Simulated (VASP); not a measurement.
# Which magnetic order does MnNi3 take?, part 4 of 4

Wanted: the lowest of several collinear orders of MnNi3. The start is a cell from a database of measured crystal structures.

VASP 6.6.1, plane waves and PAW; the level of theory is named at each step.

Still holding for the runs below: The k-mesh is coarse for a metal.

So far. Step 5 (Magnetic order, start order ferri 3, signs ++-+): The largest moment at the end is 3.82 μB, and the moments of the cell sum to 5.82 μB. Step 7 (No spin polarisation): Energy at zero smearing: -14.83727 eV.

### Step 9. Magnetic order, bad settings

This step: PBEsol, DFT+U (Mn d 2 eV, Ni d 5 eV), spin-polarised, from parallel moments; plane waves and PAW (Ni, Mn) (VASP 6.6.1).

As a lesson, the run is repeated with a fault in its input.

Input file INCAR:

```
SYSTEM = MnNi3
PREC = Accurate
ENCUT = 350
EDIFF = 1E-14
NELM = 78
ISMEAR = 0
SIGMA = 0.05
LREAL = .FALSE.
ALGO = Fast
GGA = PS
NBANDS = 31
ISPIN = 2
MAGMOM = 1 1 1 4
LDAU = .TRUE.
LDAUTYPE = 2
LDAUL = 2 2
LDAUU = 5 2
LDAUJ = 0 0
LDAUPRINT = 1
LASPH = .TRUE.
LMAXMIX = 4
LORBIT = 11
LWAVE = .FALSE.
LCHARG = .FALSE.
KPAR = 2
```

Input file POSCAR:

```
MnNi3
1.0
    3.5930000000      0.0000000000      0.0000000000
    0.0000000000      3.5930000000      0.0000000000
    0.0000000000      0.0000000000      3.5930000000
Ni Mn
3 1
Direct
    0.5000000000      0.5000000000      0.0000000000
    0.5000000000      0.0000000000      0.5000000000
    0.0000000000      0.5000000000      0.5000000000
    0.0000000000      0.0000000000      0.0000000000
```

Input file KPOINTS:

```
Automatic mesh
0
Gamma
6 6 6
0 0 0
```

The projector-augmented-wave data sets are Ni and Mn (PBE family, release 64).

Started as:

```sh
$ mpirun -np 2 vasp_std
```

The log of the run:

```text
[... set-up lines as in an earlier step ...]
 entering main loop
       N       E                     dE             d eps       ncg     rms          rms(c)
DAV:   1     0.204684460654E+03    0.20468E+03   -0.12661E+04  2648   0.126E+03
DAV:   2    -0.641410127086E+01   -0.21110E+03   -0.19731E+03  2487   0.266E+02
DAV:   3    -0.203842770543E+02   -0.13970E+02   -0.13456E+02  2872   0.935E+01
DAV:   4    -0.205822323406E+02   -0.19796E+00   -0.19784E+00  2828   0.113E+01
[...]
RMM:  16    -0.180267042184E+02   -0.15579E-04   -0.92823E-05  3216   0.612E-02    0.196E-02
RMM:  17    -0.180267076111E+02   -0.33927E-05   -0.21473E-05  3571   0.255E-02    0.104E-02
RMM:  18    -0.180267095236E+02   -0.19125E-05   -0.38833E-06  3344   0.144E-02    0.451E-03
WARNING in EDDRMM: call to ZHEGV failed, returncode =   8  4     31
RMM:  19    -0.180267097352E+02   -0.21161E-06   -0.13339E-06  3593   0.650E-03    0.254E-03
RMM:  20    -0.180267098809E+02   -0.14576E-06   -0.25112E-07  3862   0.259E-03    0.157E-03
WARNING in EDDRMM: call to ZHEGV failed, returncode =   6  3     31
RMM:  21    -0.180267099494E+02   -0.68409E-07   -0.39943E-08  3248   0.135E-03    0.770E-04
 num prob WARNING in EDDRMM: call to ZHEGV failed, returncode =   8  4     25
RMM:  22    -0.180267099291E+02    0.20230E-07   -0.15596E-08  3374   0.889E-04    0.347E-04
 num prob WARNING in EDDRMM: call to ZHEGV failed, returncode =   8  4     25
WARNING in EDDRMM: call to ZHEGV failed, returncode =   8  4     30
WARNING in EDDRMM: call to ZHEGV failed, returncode =   8  4     27
WARNING in EDDRMM: call to ZHEGV failed, returncode =   6  3     17
WARNING in EDDRMM: call to ZHEGV failed, returncode =   8  4     27
RMM:  23    -0.180267099164E+02    0.12717E-07   -0.55695E-09  3822   0.355E-04    0.122E-04
WARNING in EDDRMM: call to ZHEGV failed, returncode =   6  3      1
WARNING in EDDRMM: call to ZHEGV failed, returncode =   6  3      3
WARNING in EDDRMM: call to ZHEGV failed, returncode =   6  3     27
WARNING in EDDRMM: call to ZHEGV failed, returncode =   6  3     28
WARNING in EDDRMM: call to ZHEGV failed, returncode =   8  4     30
WARNING in EDDRMM: call to ZHEGV failed, returncode =   6  3      1
WARNING in EDDRMM: call to ZHEGV failed, returncode =   6  3      8
WARNING in EDDRMM: call to ZHEGV failed, returncode =   8  4     25
WARNING in EDDRMM: call to ZHEGV failed, returncode =   8  4     28
WARNING in EDDRMM: call to ZHEGV failed, returncode =   6  3      2
WARNING in EDDRMM: call to ZHEGV failed, returncode =   6  3     10
WARNING in EDDRMM: call to ZHEGV failed, returncode =   6  3     20
WARNING in EDDRMM: call to ZHEGV failed, returncode =   8  4     29
WARNING in EDDRMM: call to ZHEGV failed, returncode =   8  4     25
WARNING in EDDRMM: call to ZHEGV failed, returncode =   6  3      1
WARNING in EDDRMM: call to ZHEGV failed, returncode =   6  3     27
[...]
WARNING in EDDRMM: call to ZHEGV failed, returncode =   6  3     30
WARNING in EDDRMM: call to ZHEGV failed, returncode =   8  4      2
WARNING in EDDRMM: call to ZHEGV failed, returncode =   8  4     17
WARNING in EDDRMM: call to ZHEGV failed, returncode =   8  4     18
WARNING in EDDRMM: call to ZHEGV failed, returncode =   8  4      9
WARNING in EDDRMM: call to ZHEGV failed, returncode =   8  4     11
WARNING in EDDRMM: call to ZHEGV failed, returncode =   8  4     15
WARNING in EDDRMM: call to ZHEGV failed, returncode =   8  4     20
WARNING in EDDRMM: call to ZHEGV failed, returncode =   8  4     21
WARNING in EDDRMM: call to ZHEGV failed, returncode =   8  4     22
WARNING in EDDRMM: call to ZHEGV failed, returncode =   8  4      2
WARNING in EDDRMM: call to ZHEGV failed, returncode =   6  3     13
WARNING in EDDRMM: call to ZHEGV failed, returncode =   6  3     17
WARNING in EDDRMM: call to ZHEGV failed, returncode =   8  4     15
WARNING in EDDRMM: call to ZHEGV failed, returncode =   8  4     18
WARNING in EDDRMM: call to ZHEGV failed, returncode =   8  4     19
WARNING in EDDRMM: call to ZHEGV failed, returncode =   8  4     17
WARNING in EDDRMM: call to ZHEGV failed, returncode =   8  4      5
WARNING in EDDRMM: call to ZHEGV failed, returncode =   8  4     17
RMM:  73    -0.180042232924E+02   -0.89961E-05   -0.55402E-06  4845   0.114E-03    0.214E-01
WARNING in EDDRMM: call to ZHEGV failed, returncode =   8  4     14
WARNING in EDDRMM: call to ZHEGV failed, returncode =   8  4     15
WARNING in EDDRMM: call to ZHEGV failed, returncode =   8  4     14
RMM:  74    -0.180042655326E+02   -0.42240E-04   -0.11112E-06  4955   0.512E-03    0.212E-01
RMM:  75    -0.180044296360E+02   -0.16410E-03   -0.90967E-06  4960   0.242E-02    0.191E-01
RMM:  76    -0.180046634558E+02   -0.23382E-03   -0.45224E-05  4960   0.553E-02    0.148E-01
RMM:  77    -0.180047577443E+02   -0.94289E-04   -0.40235E-05  4960   0.522E-02    0.121E-01
WARNING in EDDRMM: call to ZHEGV failed, returncode =   8  4     19
RMM:  78    -0.180047619409E+02   -0.41965E-05   -0.92183E-06  4958   0.250E-02
 -----------------------------------------------------------------------------
|                                                                             |
|           W    W    AA    RRRRR   N    N  II  N    N   GGGG   !!!           |
|           W    W   A  A   R    R  NN   N  II  NN   N  G    G  !!!           |
|           W    W  A    A  R    R  N N  N  II  N N  N  G       !!!           |
|           W WW W  AAAAAA  RRRRR   N  N N  II  N  N N  G  GGG   !            |
|           WW  WW  A    A  R   R   N   NN  II  N   NN  G    G                |
|           W    W  A    A  R    R  N    N  II  N    N   GGGG   !!!           |
|                                                                             |
|     The electronic self-consistency was not achieved in the given           |
|     number of steps (NELM). The forces and other quantities evaluated       |
|     might not be reliable so examine the results carefully. If you find     |
|     spurious results, we suggest increasing NELM, if you were close to      |
|     convergence or switching to a different ALGO or adjusting the           |
|     density mixing parameters otherwise.                                    |
|                                                                             |
 -----------------------------------------------------------------------------

   1 F= -.18004762E+02 E0= -.18003595E+02  d E =-.233304E-02  mag=     5.7685
```

It took 2 min on 2 MPI ranks of AMD EPYC 7R43, shared host; peak memory 0.27 GiB.

From OUTCAR (step 9):

```text
atom =   1  type =  1  l = 2

 onsite density matrix

spin component  1

  0.9192 -0.0000  0.0000 -0.0000 -0.0000
 -0.0000  0.9328  0.0000 -0.0000  0.0000
  0.0000  0.0000  0.9334  0.0000 -0.0000
 -0.0000 -0.0000  0.0000  0.9328  0.0000
 -0.0000  0.0000 -0.0000  0.0000  0.9364

spin component  2

  0.8966 -0.0000 -0.0000 -0.0000  0.0000
 -0.0000  0.6101 -0.0000  0.0000  0.0000
 -0.0000 -0.0000  0.9232 -0.0000 -0.0000
 -0.0000  0.0000 -0.0000  0.6101  0.0000
  0.0000  0.0000 -0.0000  0.0000  0.8461

 occupancies and eigenvectors

  o =  0.6101  v =  0.0000  0.0000  0.0000  0.0000  0.0000  0.0000  0.9998  0.0000 -0.0212 -0.0000      0.0000  0.0000  0.0000  0.0000  0.0000  0.0000  0.0000  0.0000  0.0000  0.0000
  o =  0.6101  v =  0.0000  0.0000  0.0000  0.0000  0.0000  0.0000  0.0212  0.0000  0.9998 -0.0000      0.0000  0.0000  0.0000  0.0000  0.0000  0.0000  0.0000  0.0000  0.0000  0.0000
  o =  0.8461  v =  0.0000  0.0000  0.0000  0.0000  0.0000  0.0000 -0.0000 -0.0000 -0.0000 -1.0000      0.0000  0.0000  0.0000  0.0000  0.0000  0.0000  0.0000  0.0000  0.0000  0.0000
  o =  0.8966  v =  0.0000  0.0000  0.0000  0.0000  0.0000 -1.0000  0.0000 -0.0000  0.0000 -0.0000      0.0000  0.0000  0.0000  0.0000  0.0000  0.0000  0.0000  0.0000  0.0000  0.0000
  o =  0.9192  v =  1.0000  0.0000 -0.0000  0.0000  0.0000  0.0000  0.0000  0.0000  0.0000  0.0000      0.0000  0.0000  0.0000  0.0000  0.0000  0.0000  0.0000  0.0000  0.0000  0.0000
  o =  0.9232  v =  0.0000  0.0000  0.0000  0.0000  0.0000  0.0000  0.0000 -1.0000  0.0000  0.0000      0.0000  0.0000  0.0000  0.0000  0.0000  0.0000  0.0000  0.0000  0.0000  0.0000
  o =  0.9328  v =  0.0000 -0.0035  0.0000 -1.0000  0.0000  0.0000  0.0000  0.0000  0.0000  0.0000      0.0000  0.0000  0.0000  0.0000  0.0000  0.0000  0.0000  0.0000  0.0000  0.0000
  o =  0.9328  v =  0.0000 -1.0000  0.0000  0.0035  0.0000  0.0000  0.0000  0.0000  0.0000  0.0000      0.0000  0.0000  0.0000  0.0000  0.0000  0.0000  0.0000  0.0000  0.0000  0.0000
  o =  0.9334  v =  0.0000  0.0000  1.0000  0.0000  0.0000  0.0000  0.0000  0.0000  0.0000  0.0000      0.0000  0.0000  0.0000  0.0000  0.0000  0.0000  0.0000  0.0000  0.0000  0.0000
  o =  0.9364  v = -0.0000  0.0000 -0.0000  0.0000  1.0000  0.0000  0.0000  0.0000  0.0000  0.0000      0.0000  0.0000  0.0000  0.0000  0.0000  0.0000  0.0000  0.0000  0.0000  0.0000

atom =   2  type =  1  l = 2

 onsite density matrix

spin component  1

  0.9328  0.0000 -0.0000 -0.0000  0.0000
  0.0000  0.9328 -0.0000 -0.0000 -0.0000
 -0.0000 -0.0000  0.9356  0.0000 -0.0013
 -0.0000 -0.0000  0.0000  0.9192 -0.0000
  0.0000 -0.0000 -0.0013 -0.0000  0.9341

spin component  2

  0.6101 -0.0000  0.0000  0.0000  0.0000
 -0.0000  0.6101 -0.0000  0.0000  0.0000
  0.0000 -0.0000  0.8654  0.0000  0.0334
  0.0000  0.0000  0.0000  0.8966  0.0000
  0.0000  0.0000  0.0334  0.0000  0.9039

[...]
o =  0.8707  v =  1.0000 -0.0087  0.0000 -0.0044 -0.0000  0.0000  0.0000  0.0000  0.0000  0.0000      0.0000  0.0000  0.0000  0.0000  0.0000  0.0000  0.0000  0.0000  0.0000  0.0000
  o =  0.8707  v =  0.0045  0.0127 -0.0000  0.9999  0.0000  0.0000  0.0000  0.0000  0.0000  0.0000      0.0000  0.0000  0.0000  0.0000  0.0000  0.0000  0.0000  0.0000  0.0000  0.0000
  o =  0.8707  v =  0.0086  0.9999 -0.0000 -0.0128  0.0000  0.0000  0.0000  0.0000  0.0000  0.0000      0.0000  0.0000  0.0000  0.0000  0.0000  0.0000  0.0000  0.0000  0.0000  0.0000
  o =  0.8816  v = -0.0000  0.0000 -0.0113  0.0000 -0.9999  0.0000  0.0000  0.0000  0.0000  0.0000      0.0000  0.0000  0.0000  0.0000  0.0000  0.0000  0.0000  0.0000  0.0000  0.0000
  o =  0.8816  v =  0.0000 -0.0000 -0.9999 -0.0000  0.0113  0.0000  0.0000  0.0000  0.0000  0.0000      0.0000  0.0000  0.0000  0.0000  0.0000  0.0000  0.0000  0.0000  0.0000  0.0000

 spin component 1
 k-point     1 :       0.0000    0.0000    0.0000
  band No.  band energies     occupation
    ...
     17       6.1741      1.00000
     18       6.1741      1.00000
     19       6.5976      1.00000
     20       6.5976      1.00000
     21       6.5976      1.00000
     22      10.3166      0.00000
     23      10.3166      0.00000
     24      10.3166      0.00000
     25      16.1989      0.00000
     26      16.1989      0.00000
    ...

 k-point     2 :       0.1667    0.0000    0.0000
  band No.  band energies     occupation
    ...
     16       5.8693      1.00000
     17       6.0277      1.00000
     18       6.0932      1.00000
     19       6.2235      1.00000
     20       6.2235      1.00000
     21       8.6907      0.00000
     22      11.1267      0.00000
     23      11.1267      0.00000
     24      16.3058      0.00000
     25      16.3665      0.00000
    ...

  Total       -3.9660785     -3.9660785     -3.9660785     -0.0000000      0.0000000     -0.0000000
  in kB     -136.9935852   -136.9935852   -136.9935852     -0.0000000      0.0000000     -0.0000000
  external PRESSURE =    -136.9935852 kB  Pullay stress =       0.0000000 kB

 POSITION                                       TOTAL-FORCE (eV/Angst)
 -----------------------------------------------------------------------------------
      1.79650      1.79650      0.00000         0.000000      0.000000      0.000000
      1.79650      0.00000      1.79650         0.000000      0.000000      0.000000
      0.00000      1.79650      1.79650         0.000000      0.000000      0.000000
      0.00000      0.00000      0.00000         0.000000      0.000000      0.000000
 -----------------------------------------------------------------------------------
    total drift:                                0.000000      0.000000     -0.000000

  FREE ENERGIE OF THE ION-ELECTRON SYSTEM (eV)
  ---------------------------------------------------
  free  energy   TOTEN  =       -18.0047619409 eV

  energy  without entropy=      -18.0024288959  energy(sigma->0) =      -18.00359542

 magnetization (x)
# of ion       s       p       d       tot
------------------------------------------
    1       -0.035  -0.059   0.771   0.677
    2       -0.035  -0.059   0.771   0.677
    3       -0.035  -0.059   0.771   0.677
    4        0.018  -0.001   3.785   3.802
--------------------------------------------------
tot         -0.087  -0.178   6.098   5.834

[... 7 parts as in an earlier step ...]

[... 17 further parts left out ...]
[key lines of the parts left out:]
E-fermi :   7.3845
```

EDIFF was not reached within NELM cycles, so the run counts as unconverged.

At the end rms(c) stands at 1e-02, with no steady fall over the second half of the cycles shown.

The fault in the input: threshold below the noise (EDIFF = 1e-14). An EDIFF of 1E-06 to 1E-08 can be reached; this one can't.

### Step 10. Summary of results

| Property | Result |
| --- | --- |
| mean moment in the lowest run | 1.47 μB |

**Reading.** The lowest run started as fm and holds 1.47 μB on average over the atoms that were given a moment; the next state, from ferri 1, lies 122.3 meV a magnetic atom higher. The starts fm and ferri 3 ended within 0.5 meV of each other, with moments of like size, so they probably reached one state. It ends with the signs ++++ and a net moment of 5.82 μB a cell: the moments given at the start all parallel. The start ferri 3 ended with other signs than typed, or lost moments. The cell was not relaxed for each state; the pressures of the magnetic ones run from -15.1 to -13.0 GPa, which can move the order. On this k mesh the moments and energy differences of a metal are not converged, and no denser mesh was tried, so the order found is tentative. No other collinear orders were tried, and their comparison leaves spin-orbit coupling out. U on a cell of metallic elements alone is a test of sensitivity more than a model of the material.

[Lines on the potential files, build, host, timing and source positions are cut from VASP's logs without a mark.]

[Logs are printed without paths, hosts, clocks, repeated set-up lines and the standing remarks that a program may print on its own settings, such as how far it seeks lower states.]

[Hosts, paths, dates, database ids (printed as entryN), source tags and the programs' standing remarks are cut or masked in the printed files.]

[In band tables of VASP the shares of atoms and orbitals are scaled to a sum of 1 inside the atoms' spheres.]

[Runs that stopped without an error message from VASP are left out.]
